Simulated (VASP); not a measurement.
# GaGe (F-43m) in VASP: further runs

The runs below take GaGe through single point, with r2SCAN.

All numbers are computed with VASP 6.6.1; they aren't measurements. Logs are shortened: lines on timing, memory, paths and dates and some standing lists are left out, and cuts for length are marked.

**1. The crystal as given**

Symmetry: F-43m, No. 216, cubic system. The conventional cell has a = 5.796 Å, b = 5.796 Å, c = 5.796 Å, α = 90.00°, β = 90.00°, γ = 90.00°. Ge (site symmetry -43m) is surrounded by 4 Ga at 2.51 Å. Around Ga (site symmetry -43m) lie 4 Ge at 2.51 Å.

The cell comes from a database or a generator and needn't be the stable form of this composition.

**2. Single point, r2SCAN**

The input, INCAR:

```
SYSTEM = GaGe
PREC = Accurate ; ENCUT = 450
EDIFF = 0.01 ; ISMEAR = -1
SIGMA = 0.1 ; LREAL = .False.
LASPH = .True. ; NELM = 100
ALGO = Normal ; ISIF = 2
LWAVE = .False. ; LCHARG = .False.
METAGGA = R2SCAN ; LMIXTAU = .True.
NBANDS = 10 ; ADDGRID = .False.
```

The input, KPOINTS:

```
regular mesh
0
Gamma
  5 5 5
  0 0 0
```

The input, POSCAR:

```
GaGe
1.0
    0.0000000000      2.8978440000      2.8978440000
    2.8978440000      0.0000000000      2.8978440000
    2.8978440000      2.8978440000      0.0000000000
Ge Ga
1 1
Direct
    0.0000000000      0.0000000000      0.0000000000
    0.2500000000      0.2500000000      0.2500000000
```

Potentials or basis: VASP PAW PBE potentials, release 64 (Ge, Ga).

Run with:

```bash
$ cat potpaw_PBE.64/Ge/POTCAR potpaw_PBE.64/Ga/POTCAR > POTCAR
$ mpirun -np 1 vasp_std > vasp.out
```

OUTCAR:

```text
SYSTEM = GaGe
   PREC = Accurate
   ENCUT = 450
   EDIFF = 0.01
   ISMEAR = -1
   LREAL = .False.
   LASPH = .True.
   NELM = 100
   ISIF = 2
   METAGGA = R2SCAN

 Found     10 irreducible k-points:

 Following reciprocal coordinates:
            Coordinates               Weight
  0.000000  0.000000  0.000000      1.000000
  0.200000  0.000000  0.000000      8.000000
  0.400000  0.000000  0.000000      8.000000
  0.200000  0.200000  0.000000      6.000000
  0.400000  0.200000  0.000000     24.000000
 -0.400000  0.200000  0.000000     24.000000
   k-points           NKPTS =     10   k-points in BZ     NKDIM =     10   number of bands    NBANDS=     10
   number of dos      NEDOS =    301   number of ions     NIONS =      2
   total plane-waves  NPLWV =  21952
   dimension x,y,z NGX =    28 NGY =   28 NGZ =   28
   dimension x,y,z NGXF=    56 NGYF=   56 NGZF=   56
   ions per type =               1   1
   NGX,Y,Z   is equivalent  to a cutoff of  11.36, 11.36, 11.36 a.u.
   NGXF,Y,Z  is equivalent  to a cutoff of  22.72, 22.72, 22.72 a.u.
 SYSTEM =  GaGe
   PREC   = accura    normal or accurate (medium, high low for compatibility)
   ISTART =      0    job   : 0-new  1-cont  2-samecut
   ICHARG =      2    charge: 1-file 2-atom 10-const
   ISPIN  =      1    spin polarized calculation?
   LNONCOLLINEAR =      F non collinear calculations
   LSORBIT =      F    spin-orbit coupling
   LASPH  =      T    aspherical Exc in radial PAW
   ENCUT  =  450.0 eV  33.07 Ry    5.75 a.u.   7.09  7.09  7.09*2*pi/ulx,y,z
   NELM   =    100;   NELMIN=  2; NELMDL= -5     # of ELM steps
   EDIFF  = 0.1E-01   stopping-criterion for ELM
   LREAL  =      F    real-space projection
   EDIFFG = 0.1E+00   stopping-criterion for IOM
   NSW    =      0    number of steps for IOM
   IBRION =     -1    ionic relax: 0-MD 1-quasi-New 2-CG
   NFREE  =      0    steps in history (QN), initial steepest desc. (CG)
   ISIF   =      2    stress and relaxation
   ISYM   =      2    0-nonsym 1-usesym 2-fastsym
   POTIM  = 0.5000    time-step for ionic-motion
   TEBEG  =    0.0;   TEEND  =   0.0 temperature during run
   PSTRESS=    0.0 pullay stress
   NELECT =       7.0000    total number of electrons
   NUPDOWN=      -1.0000    fix difference up-down
   EMIN   =  10.00;   EMAX   =-10.00  energy-range for DOS
   EFERMI =   0.00;   METHOD = LEGACY
   ISMEAR =    -1;   SIGMA  =   0.10  broadening in eV -4-tet -1-fermi 0-gaus
   EFERMI_NEDOS =   21; number of points for ismear=-14 and -15
   IALGO  =     38    algorithm
   IMIX   =      4    mixing-type and parameters
     AMIX     =   0.40;   BMIX     =  1.00
     AMIX_MAG =   1.60;   BMIX_MAG =  1.00
  volume/ion in A,a.u.               =      24.33       164.22
  Fermi-wavevector in a.u.,A,eV,Ry     =   0.857740  1.620894 10.010058  0.735719
  Thomas-Fermi vector in A             =   1.974840
   LORBIT       =      0    0 simple, 1 ext, 2 COOP (PROOUT), +10 PAW based schemes
   METAGGA = R2SCAN    functional components
   LHFCALC =     F    Hartree Fock is set to
   AEXX    =    0.0000 exact exchange contribution
   IVDW    =     0    specifies the selected vdW correction
   LEPSILON=     F    determine dielectric tensor
   LRPA    =     F    only Hartree local field effects (RPA)
 non-spin polarized calculation
  energy-cutoff  :      450.00
  volume of cell :       48.67
 maximum number of plane-waves:      1073
   NGX = 15   NGY = 15   NGZ = 15

 number of electron       7.0000000 magnetization

 Free energy of the ion-electron system (eV)
  ---------------------------------------------------
  ext. energy  EPLUGINS =         0.00000000
  ---------------------------------------------------
  free energy    TOTEN  =       -24.99921841 eV

  energy without entropy =      -24.96633168  energy(sigma->0) =      -24.98277504

 E-fermi :   1.1713     XC(G=0):  -9.1396

 val. band max:        1.0399523474   @ k =  -0.4000   0.2000   0.0000
 cond. band min:       1.3417761614   @ k =   0.2000   0.2000   0.0000
 fundamental gap:      0.3018238140
 Fermi energy:         1.1712963786

 k-point     1 :       0.0000    0.0000    0.0000
  band No.  band energies     occupation
      1      -9.7964      2.00000
      2       2.9216      0.00000
      3       2.9216      0.00000
      4       2.9216      0.00000
      5       3.7817      0.00000
      6       5.8047      0.00000
      7       5.8047      0.00000
      8       5.8047      0.00000
      9       9.6154      0.00000
     10      12.2588      0.00000

 k-point     2 :       0.2000    0.0000    0.0000
  band No.  band energies     occupation
      1      -9.3237      2.00000
      2      -0.5993      2.00000
      3       2.2792      0.00003
      4       2.2792      0.00003
      5       4.2803      0.00000
      6       6.6350      0.00000
      7       6.6350      0.00000
      8       7.9789      0.00000
      9      11.1034      0.00000
     10      11.1236      0.00000

 k-point     3 :       0.4000    0.0000    0.0000
  band No.  band energies     occupation
      1      -8.1387      2.00000
      2      -3.7633      2.00000
      3       1.6366      0.01889
      4       1.6366      0.01889
      5       3.7050      0.00000
      6       6.8910      0.00000
      7       6.8910      0.00000
      8      10.1021      0.00000
      9      11.9502      0.00000
     10      12.7908      0.00000

 k-point     4 :       0.2000    0.2000    0.0000
  band No.  band energies     occupation
      1      -9.1598      2.00000
      2      -0.4757      2.00000
      3       1.3418      0.30768
      4       1.3418      0.30767
      5       4.5111      0.00000
      6       6.2001      0.00000
      7       8.1943      0.00000
      8       8.1943      0.00000
      9       9.7123      0.00000
     10      12.3149      0.00000

 k-point     5 :       0.4000    0.2000    0.0000
  band No.  band energies     occupation
      1      -8.1487      2.00000
      2      -3.0048      2.00000
      3       0.0985      1.99996
      4       0.7673      1.96541
      5       4.7817      0.00000
      6       6.7538      0.00000
      7       8.0933      0.00000
      8       8.8679      0.00000
      9      12.7291      0.00000
     10      13.4121      0.00000

 k-point     6 :      -0.4000    0.2000    0.0000
  band No.  band energies     occupation
      1      -7.4581      2.00000
      2      -4.1887      2.00000
      3      -0.7142      2.00000
      4       1.0400      1.57618
      5       4.9141      0.00000
      6       7.4041      0.00000
      7       8.2116      0.00000
      8      10.4195      0.00000
      9      11.4030      0.00000
     10      12.2933      0.00000

 [... further k-points ...]

------------------------ aborting loop because EDIFF is reached ----------------------------------------

  FORCE on cell =-STRESS in cart. coord.  units (eV):
  Direction    XX          YY          ZZ          XY          YZ          ZX
  --------------------------------------------------------------------------------------
  -------------------------------------------------------------------------------------
  Total       -0.6244066     -0.6244066     -0.6244066      0.0000000      0.0000000      0.0000000
  in kB      -20.5552629    -20.5552629    -20.5552629      0.0000000      0.0000000      0.0000000
  external PRESSURE =     -20.5552629 kB  Pullay stress =       0.0000000 kB

 VOLUME and BASIS-vectors are now :
 -----------------------------------------------------------------------------
  energy-cutoff  :      450.00
  volume of cell :       48.67
      direct lattice vectors                 reciprocal lattice vectors
     0.000000000  2.897844000  2.897844000    -0.172542069  0.172542069  0.172542069
     2.897844000  0.000000000  2.897844000     0.172542069 -0.172542069  0.172542069
     2.897844000  2.897844000  0.000000000     0.172542069  0.172542069 -0.172542069

 POSITION                                       TOTAL-FORCE (eV/Angst)
 -----------------------------------------------------------------------------------
      0.00000      0.00000      0.00000        -0.000000      0.000000      0.000000
      1.44892      1.44892      1.44892         0.000000     -0.000000     -0.000000
 -----------------------------------------------------------------------------------
    total drift:                                0.000000      0.000000      0.000000

  FREE ENERGIE OF THE ION-ELECTRON SYSTEM (eV)
  ---------------------------------------------------
  free  energy   TOTEN  =       -24.9992184083 eV

  energy  without entropy=      -24.9663316774  energy(sigma->0) =      -24.98277504
```

It took 12 s on 1 thread of Intel Xeon Platinum 8488C (Sapphire Rapids), shared host; peak memory 0.15 GiB.

The run converged, but some of its settings lie outside the range that counts as converged, so its numbers aren't taken as properties of the crystal.

What came out:

| Item | Value |
| --- | --- |
| Free energy | -24.9992 eV |
| Pressure | -2.1 GPa |
| Band gap on the k mesh | none (metal or under the smearing width) |

Caveat: the k mesh is coarse (spacing up to 0.38 Å⁻¹), so the values aren't converged; the PAW data sets were made with another functional, which shifts forces and pressure a little.

**3. Single point, r2SCAN**

INCAR: that of step 2 with these lines changed.

```diff
@@ -2,3 +2,3 @@
 PREC = Accurate ; ENCUT = 450
-EDIFF = 0.01 ; ISMEAR = -1
+EDIFF = 0.001 ; ISMEAR = -1
 SIGMA = 0.1 ; LREAL = .False.
```

KPOINTS is that of step 2.

POSCAR is that of step 2.

Potentials or basis: VASP PAW PBE potentials, release 64 (Ge, Ga).

Run with:

```bash
$ cat potpaw_PBE.64/Ge/POTCAR potpaw_PBE.64/Ga/POTCAR > POTCAR
$ mpirun -np 1 vasp_std > vasp.out
```

It took 13 s on 1 thread of Intel Xeon Platinum 8488C (Sapphire Rapids), shared host; peak memory 0.16 GiB.

These settings aren't checked as converged: the numbers below hold their error.

What came out:

- Free energy: -24.9994 eV
- Pressure: -2.1 GPa
- Band gap on the k mesh: none (metal or under the smearing width)

Caveat: the k mesh is coarse (spacing up to 0.38 Å⁻¹), so the values aren't converged; the PAW data sets were made with another functional, which shifts forces and pressure a little.

**4. Single point, r2SCAN**

INCAR: that of step 3 with these lines changed.

```diff
@@ -2,3 +2,3 @@
 PREC = Accurate ; ENCUT = 450
-EDIFF = 0.001 ; ISMEAR = -1
+EDIFF = 1E-4 ; ISMEAR = -1
 SIGMA = 0.1 ; LREAL = .False.
```

KPOINTS is that of step 3.

POSCAR is that of step 3.

Run with:

```bash
$ cat potpaw_PBE.64/Ge/POTCAR potpaw_PBE.64/Ga/POTCAR > POTCAR
$ mpirun -np 1 vasp_std > vasp.out
```

Wall time 16 s (1 thread of Intel Xeon Platinum 8488C (Sapphire Rapids), shared host); peak memory 0.16 GiB.

These settings aren't checked as converged: the numbers below hold their error.

Results:

- Free energy: -25.0001 eV
- Pressure: -2.3 GPa
- Band gap on the k mesh: none (metal or under the smearing width)

Caveat: the k mesh is coarse (spacing up to 0.38 Å⁻¹), so the values aren't converged; the PAW data sets were made with another functional, which shifts forces and pressure a little.

**5. The reference run**

An earlier run on the cell as given: functional PBE; potentials or basis VASP PAW PBE potentials, release 64 (Ge_d, Ga_d); cutoff 520 eV; k mesh 8 × 8 × 8; occupations fermi-dirac, width 0.05 eV; no spin polarisation.

- Pressure: 0.3 GPa
- Band gap on the k mesh: none (metal or under the smearing width)
